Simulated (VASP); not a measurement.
Input:

```
Mg3Sb2
1.0
    2.28000    -3.94908     0.00000
    2.28000     3.94908     0.00000
    0.00000     0.00000     7.23000
Mg Sb
3 2
Direct
  0.00000   0.00000   0.00000
  0.33333   0.66667   0.63400
  0.66667   0.33333   0.36600
  0.33333   0.66667   0.22800
  0.66667   0.33333   0.77200
```

Method: PBEsol GGA, VASP's PBE PAW potentials (set 64) (plane waves; VASP 6.6.1). Settings: 300 eV cut-off, 4×4×3 Γ-centred mesh, Fermi-Dirac smearing of 0.020 eV, potentials Mg Sb.

Unless said otherwise, spin-orbit coupling is left out, though it shifts the bands of the heavy elements here.

Question: Give the energies of bands 3 to 11 at the high-symmetry points, in eV from the valence-band maximum.

Answer: 
```json
[
 {"band": "3", "Γ": "-4.98", "M": "-4.74", "K": "-4.41", "A": "-3.10", "L": "-4.97", "H": "-4.36"},
 {"band": "4", "Γ": "-1.11", "M": "-3.83", "K": "-3.66", "A": "-3.06", "L": "-4.66", "H": "-4.36"},
 {"band": "5", "Γ": "-1.11", "M": "-3.28", "K": "-3.66", "A": "-0.80", "L": "-1.87", "H": "-4.04"},
 {"band": "6", "Γ": "-0.40", "M": "-2.33", "K": "-2.59", "A": "-0.80", "L": "-1.69", "H": "-3.41"},
 {"band": "7", "Γ": "-0.40", "M": "-2.24", "K": "-2.59", "A": "-0.73", "L": "-1.68", "H": "-1.01"},
 {"band": "8", "Γ": "0.00", "M": "-0.92", "K": "-2.58", "A": "-0.73", "L": "-1.56", "H": "-1.01"},
 {"band": "9", "Γ": "1.08", "M": "0.35", "K": "0.19", "A": "1.72", "L": "0.43", "H": "1.75"},
 {"band": "10", "Γ": "1.19", "M": "1.92", "K": "4.12", "A": "1.85", "L": "1.24", "H": "1.75"},
 {"band": "11", "Γ": "3.01", "M": "2.08", "K": "4.28", "A": "2.69", "L": "1.71", "H": "2.48"}
]
```

The gap is indirect, 0.19 eV, from the valence maximum at Γ to the conduction minimum at K.

The structure is a typed Mg3Sb2 crystal (P-3m1). The cell was not relaxed at this level.
